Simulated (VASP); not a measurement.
Output of a VASP run:

**OUTCAR**
```
 ion  position               nearest neighbor table
   1  0.000  0.000  0.000-   2 3.11   2 3.15   2 3.15   2 3.21   2 3.21   2 3.29
   2  0.486  0.514  0.514-   1 3.11   1 3.15   1 3.15   1 3.21   1 3.21   1 3.29
  LATTYP: Found a face centered orthorhombic cell.
 ALAT       =     6.2911620000
 B/A-ratio  =     1.0167171025
 C/A-ratio  =     1.0201508084
 Subroutine PRICEL returns:
 Original cell was already a primitive cell.
 Subroutine GETGRP returns: Found  4 space group operations
The static configuration has the point symmetry C_2v.
The dynamic configuration has the point symmetry C_2v.
 Subroutine INISYM returns: Found  4 space group operations
 Subroutine IBZKPT returns following result:
 Found     64 irreducible k-points:

 Following reciprocal coordinates:
            Coordinates               Weight
  0.000000  0.000000  0.000000      1.000000
  0.142857  0.000000 -0.000000      8.000000
  0.285714  0.000000 -0.000000      8.000000
  0.428571  0.000000 -0.000000      8.000000
  0.142857  0.142857  0.000000      2.000000
  0.285714  0.142857 -0.000000      8.000000
  0.428571  0.142857  0.000000      8.000000
 -0.428571  0.142857  0.000000      8.000000
 -0.285714  0.142857  0.000000      8.000000
 -0.142857  0.142857  0.000000      4.000000
  0.285714  0.285714  0.000000      2.000000
  0.428571  0.285714  0.000000      8.000000
 -0.428571  0.285714  0.000000      8.000000
 -0.285714  0.285714  0.000000      4.000000
  0.428571  0.428571  0.000000      2.000000
 -0.428571  0.428571  0.000000      4.000000
  0.142857  0.000000  0.142857      2.000000
  0.285714  0.000000  0.142857      8.000000
  0.428571  0.000000  0.142857      8.000000
 -0.428571  0.000000  0.142857      8.000000
 -0.285714  0.000000  0.142857      8.000000
 -0.142857  0.000000  0.142857      4.000000
  0.000000  0.142857  0.142857      2.000000
  0.285714  0.142857  0.142857      4.000000
  0.428571  0.142857  0.142857      8.000000
 -0.428571  0.142857  0.142857      8.000000
 -0.285714  0.142857  0.142857      8.000000
 -0.142857  0.142857  0.142857      8.000000
  0.428571  0.285714  0.142857      4.000000
 -0.428571  0.285714  0.142857      8.000000
 -0.285714  0.285714  0.142857      8.000000
 -0.142857  0.285714  0.142857      4.000000
  0.285714  0.428571  0.142857      4.000000
 -0.428571  0.428571  0.142857      4.000000
 -0.285714  0.428571  0.142857      4.000000
  0.285714 -0.428571  0.142857      8.000000
  0.428571 -0.428571  0.142857      4.000000
  0.285714 -0.285714  0.142857      8.000000
  0.428571 -0.285714  0.142857      4.000000
  0.285714 -0.142857  0.142857      4.000000
   k-points           NKPTS =     64   k-points in BZ     NKDIM =     64   number of bands    NBANDS=     11
   number of dos      NEDOS =    301   number of ions     NIONS =      2
   total plane-waves  NPLWV =  27000
   dimension x,y,z NGX =    30 NGY =   30 NGZ =   30
   dimension x,y,z NGXF=    60 NGYF=   60 NGZF=   60
   ions per type =               1   1
   PREC   = accura    normal or accurate (medium, high low for compatibility)
   ISTART =      0    job   : 0-new  1-cont  2-samecut
   ICHARG =      2    charge: 1-file 2-atom 10-const
   ISPIN  =      1    spin polarized calculation?
   LNONCOLLINEAR =      F non collinear calculations
   LSORBIT =      F    spin-orbit coupling
   INIWAV =      1    electr: 0-lowe 1-rand  2-diag
   ENCUT  =  400.0 eV  29.40 Ry    5.42 a.u.   7.33  7.32  7.39*2*pi/ulx,y,z
   NELM   =    100;   NELMIN=  2; NELMDL= -5     # of ELM steps
   EDIFF  = 0.1E-05   stopping-criterion for ELM
   LREAL  =      F    real-space projection
   NLSPLINE    = F    spline interpolate recip. space projectors
   LMAXMIX     =    4 max onsite mixed and CHGCAR
   VOSKOWN=      0    Vosko Wilk Nusair interpolation
   EDIFFG = 0.1E-04   stopping-criterion for IOM
   NSW    =      0    number of steps for IOM
...
```

File OSZICAR:
```
       N       E                     dE             d eps       ncg     rms          rms(c)
DAV:   1     0.117616994861E+03    0.11762E+03   -0.85818E+03  1408   0.171E+03
DAV:   2     0.421572526858E+01   -0.11340E+03   -0.11202E+03  1462   0.365E+02
DAV:   3    -0.708875348643E+01   -0.11304E+02   -0.11021E+02  1603   0.109E+02
DAV:   4    -0.759638111713E+01   -0.50763E+00   -0.50748E+00  1752   0.216E+01
DAV:   5    -0.761701551613E+01   -0.20634E-01   -0.20633E-01  1830   0.386E+00    0.448E+00
DAV:   6    -0.755854304281E+01    0.58472E-01   -0.20310E-01  1603   0.371E+00    0.281E+00
DAV:   7    -0.756004317828E+01   -0.15001E-02   -0.74045E-02  1669   0.176E+00    0.758E-01
DAV:   8    -0.756023044044E+01   -0.18726E-03   -0.10993E-02  1555   0.107E+00    0.180E-01
DAV:   9    -0.756037321590E+01   -0.14278E-03   -0.13770E-03  1642   0.428E-01    0.387E-02
DAV:  10    -0.756035278220E+01    0.20434E-04   -0.19707E-04  1598   0.159E-01    0.203E-02
DAV:  11    -0.756036138259E+01   -0.86004E-05   -0.70208E-05  1776   0.704E-02    0.291E-02
DAV:  12    -0.756036022854E+01    0.11540E-05   -0.55272E-06  1549   0.169E-02    0.117E-02
DAV:  13    -0.756035978509E+01    0.44345E-06   -0.84113E-07   902   0.873E-03
   1 F= -.75603598E+01 E0= -.75603598E+01  d E =-.801329E-18
```

File OUTCAR:
```
------------------------ aborting loop because EDIFF is reached ----------------------------------------
  FORCE on cell =-STRESS in cart. coord.  units (eV):
  Direction    XX          YY          ZZ          XY          YZ          ZX
  --------------------------------------------------------------------------------------
  Total        0.1605815     -0.0764225      0.9411384      0.0000000      0.0000000      0.0000000
  in kB        3.9848236     -1.8964202     23.3543064      0.0000000      0.0000000      0.0000000
  external PRESSURE =       8.4809033 kB  Pullay stress =       0.0000000 kB
  volume of cell :       64.56
      direct lattice vectors                 reciprocal lattice vectors
     0.000000000  3.208967000  3.145581000    -0.156339602  0.155813382  0.158953147
     3.198166000  0.000000000  3.145581000     0.156339602 -0.155813382  0.158953147
     3.198166000  3.208967000  0.000000000     0.156339602  0.155813382 -0.158953147
 POSITION                                       TOTAL-FORCE (eV/Angst)
 -----------------------------------------------------------------------------------
      0.00000      0.00000      0.00000        -0.003891      0.000000      0.000000
      3.28624      3.20897      3.14558         0.003891      0.000000      0.000000
 -----------------------------------------------------------------------------------
    total drift:                               -0.000039      0.000000      0.000000
  FREE ENERGIE OF THE ION-ELECTRON SYSTEM (eV)
  ---------------------------------------------------
  free  energy   TOTEN  =        -7.5603597851 eV

  energy  without entropy=       -7.5603597851  energy(sigma->0) =       -7.56035979
```
(Selected blocks of OUTCAR.)

File POSCAR:
```
SnTe
1
    0.0000000000     3.2089670000     3.1455810000
    3.1981660000     0.0000000000     3.1455810000
    3.1981660000     3.2089670000     0.0000000000
Sn Te
1 1
Direct
  0.0000000000   0.0000000000   0.0000000000
  0.4862300000   0.5137700000   0.5137700000
```

### Question
Write an INCAR and KPOINTS that could have produced this output.

### Answer
One answer among several that fit: the input of the run itself, PBE GGA, plane waves, VASP's PBE PAW potentials (set 64).

### KPOINTS
```
Regular mesh
0
G
7 7 7
0 0 0
```

### INCAR
```
SYSTEM  =  SnTe
PREC  =  Accurate; ENCUT  =  400; LREAL  =  F
LASPH  =  T; NBANDS  =  11
EDIFF  =  1E-6; NELM  =  100; ALGO  =  Normal
LMAXMIX  =  4
ISMEAR  =  0; SIGMA  =  0.05
GGA  =  PE
ISIF  =  2
LWAVE  =  F; LCHARG  =  F
```

POTCAR, in this order: Sn_d Te (PBE.64 set). Program: vasp_std.

The compound is SnTe in the rock salt structure, which distorts at low temperature. The cell was not relaxed at this level, atoms are displaced from their ideal sites. The run is one of a series of settings (NBANDS = 11 against the base run), some of them coarse on purpose.
